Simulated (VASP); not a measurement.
Write the native input for VASP 6.6.1 that does the following.

| Property | Result |
| --- | --- |
| Task | relaxation of cell and atoms |
| Functional | PBE |
| Potentials or basis | VASP PAW PBE potentials, release 64 (Si, Ge_d, O) |
| Cutoff | 600 eV |
| k mesh | 12 × 8 × 8 |
| Occupations | gaussian, width 0.02 eV |
| Spin | no spin polarisation |
| Further INCAR settings | ALGO = Normal; EDIFF = 1e-06; IBRION = 2; EDIFFG = -0.02; NSW = 60; ISIF = 3 |

The structure of SiGeO4 lies in POSCAR:

```
SiGeO4
1.0
    0.0000000000      0.0000000000      2.7901322500
    4.2799186900      0.0000000000      0.0000000000
    0.0000000000      4.2799186900      0.0000000000
Si Ge O
1 1 4
Direct
    0.5000000000      0.5000000000      0.5000000000
    0.0000000000      0.0000000000      0.0000000000
    0.0000000000      0.6942292300      0.6942292300
    0.5000000000      0.8057707700      0.1942292300
    0.0000000000      0.3057707700      0.3057707700
    0.5000000000      0.1942292300      0.8057707700
```

The cell comes from a database or a generator and needn't be the stable form of this composition.

The input as run:

INCAR

```
SYSTEM = SiGeO4
PREC     = Accurate       ! precision mode
ENCUT    = 600            ! plane-wave cutoff, eV
EDIFF    = 1E-6           ! SCF threshold, eV
ISMEAR   = 0              ! smearing method
SIGMA    = 0.02           ! smearing width, eV
LREAL    = .False.        ! projectors in reciprocal space
LASPH    = .True.         ! aspherical terms in the spheres
NELM     = 100            ! most SCF steps
ALGO     = Normal         ! electronic algorithm
ISIF     = 3              ! what is computed and relaxed
LWAVE    = .False.        ! write WAVECAR
LCHARG   = .False.        ! write CHGCAR
GGA      = PE             ! functional
IBRION   = 2              ! ionic algorithm
NSW      = 60             ! ionic steps
EDIFFG   = -0.02          ! ionic threshold
KPAR     = 2
```

KPOINTS

```
Automatic mesh
0
Gamma
  12 8 8
  0 0 0
```

Potentials or basis: VASP PAW PBE potentials, release 64 (Si, Ge_d, O).

Launch:

```bash
$ cat potpaw_PBE.64/Si/POTCAR potpaw_PBE.64/Ge_d/POTCAR potpaw_PBE.64/O/POTCAR > POTCAR
$ mpirun -np 2 vasp_std > vasp.out
```

It gave:

```json
{
 "Relaxed volume": "8.86 Å³/atom",
 "Relaxed cell": "a = 2.800 Å, b = 4.357 Å, c = 4.357 Å, α = 89.30°, β = 90.00°, γ = 90.00°",
 "Space group after relaxing (to 0.05 Å)": "Cmmm (No. 65)",
 "Energy gained by relaxing": "57.0 meV/atom",
 "Ionic steps": "10",
 "Pressure after relaxing": "0.0 GPa",
 "Band gap on the k mesh": "2.71 eV, direct"
}
```

It took 3.3 min on 2 MPI ranks on Intel(R) Xeon(R) 6975P-C (Granite Rapids) (shared host), peak memory 0.34 GiB a rank.
